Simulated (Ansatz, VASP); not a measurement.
**HfO2 (amorphous HfO2) in two plane-wave programs**

One calculation is typed for both programs; each brings its own data sets. How far apart do they land? The structure shown is the start of the Ansatz relaxation below; VASP solves that cell, so the two are compared at the walk's first step.

Program: Ansatz 0.2.0. Level of theory: plane waves, with VASP 6.6.1 beside it; single point at PBE. Results are calculated unless marked as measured.

## Step 1: Set-up

The cell holds 66 atoms: 22 Hf and 44 O. Cell: a = 9.210 Å, b = 9.647 Å, c = 9.440 Å, α = 87.5°, β = 90.5°, γ = 92.4°. As first built, before any earlier steps moved the atoms (in the runner's words): 66 atoms (22 Zr, 44 O) placed at random at 5.13 g/cm^3, melted at 5000 K for 10 ps at fixed volume with the Morse and Coulomb pair potential with partial charges (Pedone, Malavasi, Menziani, Cormack and Segre, J. Phys. Chem. B 110, 11780 (2006)). Quenched from 5000 K to 300 K at 5 K/ps and fixed volume, held 10 ps at zero pressure, then minimised at fixed cell. Then Zr was replaced by Hf and the cell scaled by 1.008 (the potential has no terms for the new elements, so the cell is a start for a DFT relaxation).

## Step 2: Ansatz: relaxation, PBE

Ansatz runs on its PAW soft_1 files.

The two programs are compared at the cell with which this relaxation starts, whose forces are those of its first step.

Contents of input.yaml:

```yaml
crystal:
  lattice:
    - [9.20735, -0.19573, -0.0425]
    - [-0.19377, 9.64236, 0.20609]
    - [-0.04208, 0.20609, 9.43782]
  atoms:
    - { symbol: Hf, position: [0.74533, 0.0586, 0.39804] }
    - { symbol: Hf, position: [0.18789, 0.64173, 0.40143] }
    - { symbol: Hf, position: [0.91641, 0.00613, 0.99829] }
    - { symbol: Hf, position: [0.70477, 0.28798, 0.08939] }
    - { symbol: Hf, position: [0.5979, 0.91294, 0.11563] }
    - { symbol: Hf, position: [0.85411, 0.22789, 0.72954] }
    - { symbol: Hf, position: [0.33302, 0.11175, 0.03175] }
    - { symbol: Hf, position: [0.00627, 0.56096, 0.72952] }
    - { symbol: Hf, position: [0.00067, 0.91614, 0.62506] }
    - { symbol: Hf, position: [0.14832, 0.04313, 0.32811] }
    - { symbol: Hf, position: [0.49768, 0.55389, 0.00635] }
    - { symbol: Hf, position: [0.32641, 0.74671, 0.70722] }
    - { symbol: Hf, position: [0.42531, 0.0983, 0.623] }
    - { symbol: Hf, position: [0.59441, 0.42728, 0.66056] }
    - { symbol: Hf, position: [0.43488, 0.31578, 0.34759] }
    - { symbol: Hf, position: [0.13963, 0.42702, 0.13219] }
    - { symbol: Hf, position: [0.60496, 0.66362, 0.39317] }
    - { symbol: Hf, position: [0.91049, 0.37554, 0.37727] }
    - { symbol: Hf, position: [0.67883, 0.81308, 0.73855] }
    - { symbol: Hf, position: [0.17819, 0.77944, 0.06761] }
    - { symbol: Hf, position: [0.26167, 0.34124, 0.77299] }
    - { symbol: Hf, position: [0.85626, 0.60889, 0.10794] }
    - { symbol: O, position: [0.61142, 0.69545, 0.1349] }
    - { symbol: O, position: [0.38169, 0.90362, 0.07046] }
    - { symbol: O, position: [0.32455, 0.15514, 0.24639] }
    - { symbol: O, position: [0.72717, 0.25942, 0.29884] }
    - { symbol: O, position: [0.91283, 0.40104, 0.15184] }
    - { symbol: O, position: [0.23424, 0.54982, 0.73489] }
    - { symbol: O, position: [0.48453, 0.90445, 0.66716] }
    - { symbol: O, position: [0.55107, 0.12595, 0.0546] }
    - { symbol: O, position: [0.39053, 0.67718, 0.47601] }
    - { symbol: O, position: [0.7161, 0.90448, 0.93173] }
    - { symbol: O, position: [0.62617, 0.87514, 0.33728] }
    - { symbol: O, position: [0.87272, 0.21186, 0.51663] }
    - { symbol: O, position: [0.20207, 0.8237, 0.84896] }
    - { symbol: O, position: [0.95239, 0.80214, 0.05355] }
    - { symbol: O, position: [0.02127, 0.55423, 0.94749] }
    - { symbol: O, position: [0.46777, 0.4249, 0.83384] }
    - { symbol: O, position: [0.80833, 0.44053, 0.70187] }
    - { symbol: O, position: [0.21934, 0.03314, 0.5376] }
    - { symbol: O, position: [0.79523, 0.57849, 0.31695] }
    - { symbol: O, position: [0.19705, 0.83725, 0.28845] }
    - { symbol: O, position: [0.95715, 0.96953, 0.41544] }
    - { symbol: O, position: [0.83181, 0.20137, 0.94573] }
    - { symbol: O, position: [0.62796, 0.22191, 0.69949] }
    - { symbol: O, position: [0.53252, 0.12837, 0.44048] }
    - { symbol: O, position: [0.50419, 0.69817, 0.8384] }
    - { symbol: O, position: [0.78952, 0.0317, 0.17541] }
    - { symbol: O, position: [0.29682, 0.60103, 0.06407] }
    - { symbol: O, position: [0.12822, 0.74978, 0.58197] }
    - { symbol: O, position: [0.23454, 0.30838, 0.99337] }
    - { symbol: O, position: [0.06958, 0.61515, 0.21241] }
    - { symbol: O, position: [0.71215, 0.48934, 0.99121] }
    - { symbol: O, position: [0.1215, 0.02426, 0.08582] }
    - { symbol: O, position: [0.04897, 0.33667, 0.74674] }
    - { symbol: O, position: [0.3697, 0.31109, 0.58306] }
    - { symbol: O, position: [0.76957, 0.96188, 0.60598] }
    - { symbol: O, position: [0.06776, 0.25503, 0.29777] }
    - { symbol: O, position: [0.50875, 0.3838, 0.15281] }
    - { symbol: O, position: [0.33176, 0.13697, 0.81495] }
    - { symbol: O, position: [0.03238, 0.5077, 0.50031] }
    - { symbol: O, position: [0.97819, 0.04577, 0.78668] }
    - { symbol: O, position: [0.27417, 0.45512, 0.31375] }
    - { symbol: O, position: [0.57426, 0.44986, 0.44537] }
    - { symbol: O, position: [0.65316, 0.6541, 0.59842] }
    - { symbol: O, position: [0.89274, 0.74767, 0.73184] }
kpoints:
  mp_grid: { grid: [1, 1, 1] }
hamiltonian:
  xc: pbe
  pseudopotentials: { kind: paw, azcp: { folder: soft_1 } }
scf:
  occupations: { method: fixed }
output:
  forces: true
  eigenvalues: true
  stress: true
relax:
  f_tol: 0.05
  max_steps: 70
```

On the command line:

```
> ansatz run input.yaml --threads 4 --pin off --max-ram 8192MiB --backend cpu --events-out ev --progress --plain --runs-dir out
```

Numbers of over 12 decimals in the logs are rounded to 6 here.

Output:

```text
Warning: output.stress: scf.convergence.dr2_threshold = 1e-7 eV (the SCF's general default) is looser than the 6.6e-9 eV advised for a printed stress (1e-10 eV for each atom of the cell: 66). What an SCF threshold leaves in a stress goes as its square root, and in the free energy as the threshold itself, and one threshold admits the most on a small cell: [figures from the program's tests cut] Every solve of this run  [...]
Engine: ansatz 0.2.0, x86_64-unknown-linux-gnu
Pseudopotentials: kind: paw
Pseudopotential: Hf, paw, valence charge 26, recommended cutoff 420 eV (normal), soft_1/Hf.paw.azcp
Pseudopotential: O, paw, valence charge 6, recommended cutoff 420 eV (normal), soft_1/O.paw.azcp
Functional definition: PBE
  parameter kappa = 0.804
  parameter beta = 0.066725
  exchange = pbe_x(kappa = kappa, mu = beta*pi^2/3)
  correlation = pbe_c(beta = beta)
Crystal: 66 atoms, lattice volume = 837.132 Å³
Basis set: ecut = 420 eV, 16339 PW (Γ), exchange–correlation on 128×144×128 points (8 copies of the dense FFT grid, shifted against one another)
Bands: 502, of which v1, the nominal top of the filled ones, is band 418 counted from 1 (417 counted from 0)
Symmetry: 1 space group operations
Space group: P1 (ITA 1), of the structure as read, at distance tolerance 9.4e-5 Å
k-points: 1
Non-local potential: Hf, projectors of the file, l = 0: 3, l = 1: 2, l = 2: 2, l = 3: 3
Non-local potential: O, projectors of the file, l = 0: 2, l = 1: 2, l = 2: 1
PAW form: soft (Blöchl's): semilocal exchange-correlation on the pseudo side does not see the compensation charge
PAW one-centre angular grid: Hf, 590 points (default); XC on 64 Gauss nodes
PAW one-centre angular grid: O, 110 points (default); XC on 64 Gauss nodes
Initial density: superposition of atomic densities (chi_scale 0.1, normalization cell, long waves kept (reshape's long-wave potential 0.06 eV rms))
Initial wavefunctions: pseudopotential atomic-orbital guess
Functional: x = pbe(κ = 0.804, μ = 0.219515), c = pbe(β = 0.066725)
SCF iter   1: F=—  HF=-370982.676889 eV  |F-HF|=—  |Δ(HF+E_count)|=         —  Δρ=8.52e-2  dr2=5.35e1  ethr=3.10e-3  ⟨swp⟩=5.0  Hψ=1348  notcnv=0  defer=80
preconditioner: auto → Resta (q_TF=auto, 2.728 Å⁻¹)  ε∞=4.7  [insulator: Δε(μ)=3.243 eV  Ē_g=18.900 eV  n_scr=272 (ndim 8)  ℏωp=36.1 eV  f_vac=0.044  ε∞_Penn≈4.7]
SCF iter   2: F=—  HF=-370970.586431 eV  |F-HF|=—  |Δ(HF+E_count)|=    1.21e1  Δρ=4.10e-2  dr2=1.42e1  ethr=3.10e-3  ⟨swp⟩=2.0  Hψ=978  notcnv=0  defer=80
SCF iter   3: F=—  HF=-370967.147401 eV  |F-HF|=—  |Δ(HF+E_count)|=    3.44e0  Δρ=2.29e-2  dr2=4.19e0  ethr=1.70e-3  ⟨swp⟩=3.0  Hψ=757  notcnv=0  defer=80
SCF iter   4: F=—  HF=-370966.043004 eV  |F-HF|=—  |Δ(HF+E_count)|=    1.10e0  Δρ=7.41e-3  dr2=3.85e-1  ethr=5.01e-4  ⟨swp⟩=3.0  Hψ=1001  notcnv=0  defer=81
SCF iter   5: F=—  HF=-370966.263074 eV  |F-HF|=—  |Δ(HF+E_count)|=   2.20e-1  Δρ=3.77e-3  dr2=1.09e-1  ethr=4.60e-5  ⟨swp⟩=3.0  Hψ=836  notcnv=0  defer=82
SCF iter   6: F=—  HF=-370966.251258 eV  |F-HF|=—  |Δ(HF+E_count)|=   1.18e-2  Δρ=1.01e-3  dr2=1.03e-2  ethr=1.30e-5  ⟨swp⟩=2.0  Hψ=754  notcnv=0  defer=82
SCF iter   7: F=—  HF=-370966.262830 eV  |F-HF|=—  |Δ(HF+E_count)|=   1.16e-2  Δρ=5.90e-4  dr2=3.11e-3  ethr=1.23e-6  ⟨swp⟩=2.0  Hψ=922  notcnv=0  defer=82
SCF iter   8: F=—  HF=-370966.266696 eV  |F-HF|=—  |Δ(HF+E_count)|=   3.87e-3  Δρ=4.01e-4  dr2=1.15e-3  ethr=3.72e-7  ⟨swp⟩=2.0  Hψ=842  notcnv=0  defer=82
SCF iter   9: F=—  HF=-370966.266073 eV  |F-HF|=—  |Δ(HF+E_count)|=   6.24e-4  Δρ=9.79e-5  dr2=1.04e-4  ethr=1.37e-7  ⟨swp⟩=3.0  Hψ=841  notcnv=0  defer=82
SCF iter  10: F=—  HF=-370966.266267 eV  |F-HF|=—  |Δ(HF+E_count)|=   1.94e-4  Δρ=7.27e-5  dr2=3.92e-5  ethr=1.24e-8  ⟨swp⟩=2.0  Hψ=840  notcnv=0  defer=82
SCF iter  11: F=-370966.266272 eV  HF=-370966.266271 eV  |F-HF|=2.39e-7  |Δ(HF+E_count)|=   4.45e-6  Δρ=3.45e-5  dr2=9.11e-6  ethr=4.68e-9  ⟨swp⟩=13.0  Hψ=2463  notcnv=0
SCF 1 converged in 11 iterations: F = -370966.266272 eV  dr2 = 9.11e-6
[...]
--- Relaxed structure (6 steps of the walk, 6 accepted, 0 SCFs on fresh bases) ---
  F+E_penalty+E_count = -370966.30256891 eV   max|allowed force component| = 1.435e-2 eV/Å
  atoms:
    - { symbol: Hf, position: [0.745262, 0.058967, 0.397840] }
    - { symbol: Hf, position: [0.187902, 0.640585, 0.401254] }
    - { symbol: Hf, position: [0.917077, 0.00732558, 0.996967] }
    - { symbol: Hf, position: [0.705588, 0.287677, 0.089083] }
    - { symbol: Hf, position: [0.598562, 0.913346, 0.115569] }
    - { symbol: Hf, position: [0.853110, 0.226485, 0.728591] }
    - { symbol: Hf, position: [0.332239, 0.111891, 0.031356] }
    - { symbol: Hf, position: [0.00554675, 0.561770, 0.730226] }
    - { symbol: Hf, position: [0.00346794, 0.917711, 0.624764] }
    - { symbol: Hf, position: [0.148146, 0.042234, 0.327621] }
    - { symbol: Hf, position: [0.499149, 0.554254, 0.00518994] }
    - { symbol: Hf, position: [0.326145, 0.746516, 0.706257] }
    - { symbol: Hf, position: [0.425271, 0.098679, 0.624471] }
    - { symbol: Hf, position: [0.592835, 0.428272, 0.660632] }
    - { symbol: Hf, position: [0.439749, 0.314114, 0.346381] }
    - { symbol: Hf, position: [0.140716, 0.426002, 0.133831] }
    - { symbol: Hf, position: [0.606355, 0.664455, 0.394781] }
    - { symbol: Hf, position: [0.908992, 0.376091, 0.377885] }
    - { symbol: Hf, position: [0.680046, 0.814367, 0.739166] }
    - { symbol: Hf, position: [0.177893, 0.778436, 0.067409] }
    - { symbol: Hf, position: [0.260766, 0.340650, 0.773039] }
    - { symbol: Hf, position: [0.855239, 0.609349, 0.107838] }
    - { symbol: O, position: [0.616730, 0.696084, 0.131594] }
    - { symbol: O, position: [0.381890, 0.902946, 0.069524] }
    - { symbol: O, position: [0.325340, 0.154903, 0.246011] }
    - { symbol: O, position: [0.720958, 0.261278, 0.300419] }
    - { symbol: O, position: [0.911952, 0.400148, 0.152782] }
    - { symbol: O, position: [0.234580, 0.549578, 0.735300] }
    - { symbol: O, position: [0.484151, 0.904657, 0.667263] }
    - { symbol: O, position: [0.551542, 0.125689, 0.053027] }
    - { symbol: O, position: [0.391224, 0.677245, 0.478036] }
    - { symbol: O, position: [0.715862, 0.907352, 0.930784] }
    - { symbol: O, position: [0.626418, 0.874983, 0.336475] }
    - { symbol: O, position: [0.872856, 0.211307, 0.515730] }
    - { symbol: O, position: [0.200436, 0.823659, 0.848319] }
    - { symbol: O, position: [0.950691, 0.802932, 0.054753] }
    - { symbol: O, position: [0.021300, 0.555417, 0.948150] }
    - { symbol: O, position: [0.467319, 0.424075, 0.834920] }
    - { symbol: O, position: [0.807508, 0.439919, 0.700771] }
    - { symbol: O, position: [0.216375, 0.031852, 0.539260] }
    - { symbol: O, position: [0.795493, 0.578080, 0.317797] }
    - { symbol: O, position: [0.198177, 0.836367, 0.288509] }
    - { symbol: O, position: [0.956104, 0.967157, 0.414756] }
    - { symbol: O, position: [0.832992, 0.202173, 0.944696] }
    - { symbol: O, position: [0.625662, 0.221654, 0.699354] }
    - { symbol: O, position: [0.530934, 0.125553, 0.440623] }
[...]
- { symbol: O, position: [0.507922, 0.383728, 0.150389] }
    - { symbol: O, position: [0.329324, 0.136153, 0.815043] }
    - { symbol: O, position: [0.032320, 0.506867, 0.500812] }
    - { symbol: O, position: [0.980582, 0.047127, 0.786693] }
    - { symbol: O, position: [0.275960, 0.454429, 0.314467] }
    - { symbol: O, position: [0.574388, 0.451176, 0.446130] }
    - { symbol: O, position: [0.655537, 0.655055, 0.598646] }
    - { symbol: O, position: [0.893967, 0.749323, 0.734191] }
```

## Step 3: VASP: single point, PBE, start cell, pair 1

The same cell, functional and mesh now go to VASP, with its own data sets.

Lines of VASP's logs that name or quote its potential files are left out, and so is its time.

Contents of INCAR:

```
SYSTEM = HfO2
PREC = Accurate
ENCUT = 520
EDIFF = 1E-06
NELM = 120
ISMEAR = 0
SIGMA = 0.01
LREAL = Auto
ALGO = Normal
GGA = PE
NBANDS = 288
LASPH = .TRUE.
LORBIT = 11
LWAVE = .FALSE.
LCHARG = .FALSE.
ISIF = 2
GGA_COMPAT = .FALSE.
EFERMI = MIDGAP
NCORE = 2
```

Contents of POSCAR:

```
HfO2
1.0
    9.2073500000     -0.1957300000     -0.0425000000
   -0.1937700000      9.6423600000      0.2060900000
   -0.0420800000      0.2060900000      9.4378200000
Hf O
22 44
Direct
    0.7453289493      0.0586009895      0.3980367715
    0.1878867728      0.6417250751      0.4014308460
    0.9164087749      0.0061324256      0.9982902345
    0.7047699444      0.2879816975      0.0893853215
    0.5978990669      0.9129401207      0.1156265834
    0.8541065207      0.2278927685      0.7295363873
    0.3330154501      0.1117504816      0.0317470030
    0.0062662295      0.5609601963      0.7295178365
    0.0006649295      0.9161357942      0.6250619141
    0.1483233264      0.0431338142      0.3281069456
    0.4976778610      0.5538895530      0.0063468270
    0.3264076513      0.7467090524      0.7072166090
    0.4253084114      0.0983008859      0.6229952233
    0.5944154065      0.4272824332      0.6605555116
    0.4348825374      0.3157820796      0.3475911788
    0.1396282878      0.4270205058      0.1321946748
    0.6049552240      0.6636217670      0.3931675733
    0.9104946851      0.3755366583      0.3772695044
    0.6788304573      0.8130851950      0.7385478391
    0.1781921359      0.7794401753      0.0676150149
    0.2616657711      0.3412350619      0.7729852510
    0.8562645030      0.6088915568      0.1079385685
    0.6114173751      0.6954491661      0.1348998095
    0.3816905608      0.9036156129      0.0704607322
    0.3245483561      0.1551429900      0.2463937526
    0.7271737893      0.2594220567      0.2988444995
    0.9128249738      0.4010402426      0.1518406452
    0.2342436618      0.5498234260      0.7348881676
    0.4845291414      0.9044510678      0.6671555685
    0.5510708074      0.1259452520      0.0545957067
    0.3905302088      0.6771824218      0.4760142712
    0.7160984221      0.9044820008      0.9317331214
    0.6261703089      0.8751437432      0.3372763905
    0.8727149557      0.2118615095      0.5166264929
    0.2020703164      0.8236976265      0.8489600506
    0.9523894467      0.8021351348      0.0535467430
    0.0212725599      0.5542309699      0.9474945086
    0.4677697945      0.4248971106      0.8338380231
    0.8083321163      0.4405317303      0.7018744721
    0.2193403770      0.0331388855      0.5376021553
    0.7952268039      0.5784922384      0.3169456160
    0.1970459424      0.8372453857      0.2884486620
    0.9571534690      0.9695266670      0.4154422601
    0.8318154895      0.2013724103      0.9457323109
    0.6279585704      0.2219117077      0.6994893371
    0.5325211833      0.1283660548      0.4404806608
    0.5041911112      0.6981693315      0.8383972575
    0.7895240549      0.0317020490      0.1754135274
    0.2968235625      0.6010347901      0.0640664625
    0.1282208627      0.7497810179      0.5819698846
    0.2345360055      0.3083770807      0.9933665134
    0.0695788375      0.6151547186      0.2124092073
    0.7121516751      0.4893420211      0.9912053789
    0.1215020210      0.0242569979      0.0858211654
    0.0489673217      0.3366695233      0.7467399134
    0.3696953116      0.3110854555      0.5830584234
    0.7695682533      0.9618848774      0.6059844113
    0.0677553774      0.2550302921      0.2977721985
    0.5087457547      0.3838047466      0.1528131893
    0.3317603025      0.1369666701      0.8149522190
    0.0323795837      0.5077002501      0.5003108968
    0.9781937708      0.0457704410      0.7866795939
    0.2741712658      0.4551169947      0.3137543646
    0.5742597448      0.4498602166      0.4453670813
    0.6531550654      0.6541048273      0.5984172856
    0.8927402477      0.7476708591      0.7318378580
```

Contents of KPOINTS:

```
Automatic mesh
0
Gamma
1 1 1
0 0 0
```

The projector-augmented-wave data sets are Hf_pv and O (PBE family, release 64).

On the command line:

```
> mpirun -np 8 vasp_gam
```

Output:

```text
[banner, memory and clock lines left out]
running    8 mpi-ranks, on    1 nodes
[...]
LDA part: xc-table for (Slater+PW92), standard interpolation
 POSCAR, INCAR and KPOINTS ok, starting setup
[...]
entering main loop
       N       E                     dE             d eps       ncg     rms          rms(c)
DAV:   1     0.464456281905E+04    0.46446E+04   -0.31389E+05   576   0.177E+03
DAV:   2    -0.392660923162E+03   -0.50372E+04   -0.48706E+04   720   0.483E+02
DAV:   3    -0.776445078721E+03   -0.38378E+03   -0.38131E+03   664   0.119E+02
DAV:   4    -0.785823485767E+03   -0.93784E+01   -0.93387E+01   664   0.199E+01
[...]
DAV:  16    -0.661997703305E+03   -0.49612E-05   -0.10382E-05   616   0.702E-03    0.196E-02
DAV:  17    -0.661997707009E+03   -0.37046E-05   -0.50798E-06   544   0.473E-03    0.840E-03
DAV:  18    -0.661997707406E+03   -0.39697E-06   -0.17882E-06   464   0.308E-03
   1 F= -.66199771E+03 E0= -.66199771E+03  d E =0.000000E+00
```

From OUTCAR (step 3):

```text
  Total        5.0890281     -7.2059282     -6.9220090      0.2135074      0.1398594      0.0241190
  in kB        9.7398290    -13.7913382    -13.2479487      0.4086292      0.2676752      0.0461611
  external PRESSURE =      -5.7664860 kB  Pullay stress =       0.0000000 kB

 POSITION                                       TOTAL-FORCE (eV/Angst)
 -----------------------------------------------------------------------------------
      6.83440      0.50120      3.73700         0.008192      0.017953     -0.011014
      1.58870      6.23370      3.91290        -0.166418      0.050010     -0.072900
      8.39450      0.08550      9.38400        -0.103126      0.076291     -0.136265
      6.42950      2.65730      0.87300         0.077232      0.064845      0.065622
      5.32330      8.70970      1.25400         0.136710     -0.086103      0.088020
      7.78920      2.18060      6.89590         0.056141     -0.132185      0.004060
      3.04320      1.01890      0.30850        -0.178044      0.113389     -0.074841
     -0.08170      5.55810      7.00040        -0.028948      0.012672      0.029271
     -0.19770      8.96240      6.08800         0.008565      0.084529      0.028376
      1.34350      0.45450      3.09920         0.051204     -0.084410     -0.054367
      4.47470      5.24470      0.15290         0.145360     -0.060498     -0.107601
      2.83090      7.28190      6.81460        -0.021536     -0.044904     -0.028806
      3.87070      0.99300      5.88190         0.001552      0.069095      0.074218
      5.36240      4.13980      6.29700        -0.145022      0.061378     -0.178506
[...]
-----------------------------------------------------------------------------------
    total drift:                               -0.016335      0.023482      0.005326

  FREE ENERGIE OF THE ION-ELECTRON SYSTEM (eV)
  ---------------------------------------------------
  free  energy   TOTEN  =      -661.9977074063 eV

  energy  without entropy=     -661.9977074063  energy(sigma->0) =     -661.99770741

[... 1 further part left out ...]
```

The run ends at a pressure of -0.58 GPa, with forces up to 0.26 eV/Å.

## Step 4: Comparison

Known differences besides the potentials themselves: fixed occupations in Ansatz, narrow Gaussian smearing in VASP; the data sets hold 836 valence electrons in Ansatz (on its PAW soft_1 files) and 484 in VASP; the cutoff is 420 eV in Ansatz and 520 eV in VASP (PREC = Accurate, projectors in real space). Total energies have different zeros and are not compared.

Forces on 10 of the 66 atoms, those with the largest forces and the largest differences (eV/Å; atoms numbered as in POSCAR):

```tsv
atom	Ansatz x, y, z	VASP x, y, z
Hf2	-0.147, 0.045, -0.064	-0.166, 0.050, -0.073
Hf5	0.102, -0.123, 0.109	0.137, -0.086, 0.088
Hf6	0.028, -0.217, 0.011	0.056, -0.132, 0.004
Hf7	-0.184, 0.128, -0.133	-0.178, 0.113, -0.075
Hf11	0.080, -0.025, -0.085	0.145, -0.060, -0.108
Hf14	-0.199, 0.117, -0.155	-0.145, 0.061, -0.179
Hf17	0.040, 0.064, -0.001	0.075, 0.003, 0.095
Hf21	0.188, -0.134, 0.048	0.225, -0.078, 0.097
Hf22	-0.104, 0.117, -0.001	0.017, -0.012, 0.039
O53	0.104, -0.057, -0.101	0.042, -0.037, 0.038
```

The forces differ by 43 meV/Å r.m.s., which is 73.5 % of the r.m.s. force of 0.059 eV/Å (both taken over all components).

## Step 5: What the set-up changes

Further runs change the set-up of one program: Ansatz's method, potentials or start, or VASP's data sets, cutoff or form of LDA. The table gives that difference for each run.

```tsv
run	r.m.s. force difference (meV/Å)
as above	43
VASP with a cutoff of 600 eV (perhaps on Ansatz's relaxed cell)	43
```

(Part 1 of 3 ends here.)

[Lines on the potential files, build, host, timing and source positions are cut from VASP's logs without a mark.]

[Logs are printed without paths, hosts, clocks, repeated set-up lines and the standing remarks that a program may print on its own settings, such as how far it seeks lower states.]

[Hosts, paths, dates, database ids (printed as entryN), source tags and the programs' standing remarks are cut or masked in the printed files.]

[Rows of further runs with another cutoff or data set may stand on the cell that Ansatz relaxed, not on the start cell of the pair above them.]
